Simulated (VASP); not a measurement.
An input for Ansatz (written as the equivalent of a VASP run, and not itself run):

Ansatz 0.2 input:
```yaml
crystal:
  lattice:
    - [1.5074308, -2.6109467, 0.0000000]
    - [1.5074308, 2.6109467, 0.0000000]
    - [0.0000000, 0.0000000, 3.1820791]
  atoms:
    - { symbol: Ti, position: [0.0000000, 0.0000000, 0.0000000] }
    - { symbol: B, position: [0.3333330, 0.6666670, 0.5000000] }
    - { symbol: B, position: [0.6666670, 0.3333330, 0.5000000] }
kpoints:
  mp_grid: { grid: [12, 12, 10] }
hamiltonian:
  xc: pbesol
  pseudopotentials: { kind: paw }
scf:
  occupations: { method: methfessel_paxton, width: 0.1 }
  max_iter: 100
relax:
  max_steps: 40
  f_tol: 0.01
  cell: { p_target: 1 }
output: { forces: true, stress: true, eigenvalues: true }
```

Task: Translate this input to VASP (INCAR, KPOINTS, POSCAR, choice of POTCAR).

Result: This is not unique; one that fits is 
**KPOINTS**
```
Automatic
0
G
  12 12 10
0 0 0
```

File POSCAR:
```
TiB2
1.0
  1.5074307834  -2.6109467319   0.0000000000
  1.5074307834   2.6109467319   0.0000000000
  0.0000000000   0.0000000000   3.1820790935
Ti B
1 2
Cartesian
  0.0000000000   0.0000000000   0.0000000000
  1.5074307834   0.8703173179   1.5910395468
  1.5074307834  -0.8703173179   1.5910395468
```

### INCAR
```
SYSTEM = TiB2
PREC = Accurate
ENCUT = 600
EDIFF = 1E-7
NELM = 100
ALGO = Normal
LREAL = .FALSE.
LASPH = .TRUE.
ISMEAR = 1
SIGMA = 0.1
GGA = PS
LMAXMIX = 4
LWAVE = .FALSE.
LCHARG = .FALSE.
ISIF = 3
IBRION = 2
NSW = 40
EDIFFG = -0.01
PSTRESS = 10
```

POTCAR, in this order: Ti_sv B (PBE.64 set). Program: vasp_std.

The two are equivalent in intent, not identical: each code has its own PAW files, so the cut-off isn't converted (ENCUT is set for VASP's; basis.ecutwfc is left out, and Ansatz then takes the one that its files recommend); Ansatz stops its SCF on the density residual and VASP on the energy change (EDIFF).

The compound is TiB2 in the AlB2 type structure. It was relaxed first under an external pressure of 1 GPa.
